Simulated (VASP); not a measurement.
Molecule: BrCIH2, in a box.

```
Br C I H
1.0
    13.00000    0.00000    0.00000
     0.00000   11.00000    0.00000
     0.00000    0.00000   12.00000
Br C I H
1 1 1 2
Cartesian
  4.8970 5.2504 6.3705
  6.7322 5.4232 5.8340
  8.1290 4.5622 7.1858
  6.9625 6.4798 5.7623
  6.8521 4.9188 4.8822
```

Base run:

* Program: VASP 6.6.1
* Functional: revPBE
* Dispersion: D4
* Potentials or basis: VASP PAW PBE potentials, release 64 (Br, C, I, H)
* Cutoff: 520 eV
* k mesh: 1 × 1 × 1
* Occupations: gaussian, width 0.01 eV
* Spin: no spin polarisation

Its results: gap between the frontier levels 4.01 eV; largest force 0.523 eV/Å.

Problem. After a change of settings the same cell gave: gap between the frontier levels 4.44 eV; largest force 0.236 eV/Å. Which change was it?
A. functional from revPBE to SCAN; further incar settings from ALGO = Normal; EDIFF = 1e-06 to ALGO = Normal; EDIFF = 1e-07; NBANDS = 18
B. functional from revPBE to PBE0; further incar settings from ALGO = Normal; EDIFF = 1e-06 to ALGO = Normal; EDIFF = 1e-06; NBANDS = 18
C. functional from revPBE to r2SCAN0; potentials or basis from VASP PAW PBE potentials, release 64 (Br, C, I, H) to VASP PAW PBE potentials, release 64 (Br, C_h, I, H_h); cutoff from 520 eV to 900 eV

Solution. A.

Caveats: the PAW data sets were made with another functional, which shifts forces and pressure a little; spin-orbit coupling is left out, which moves the levels of the heavy elements.

Runs at the PBE level aren't shown here.
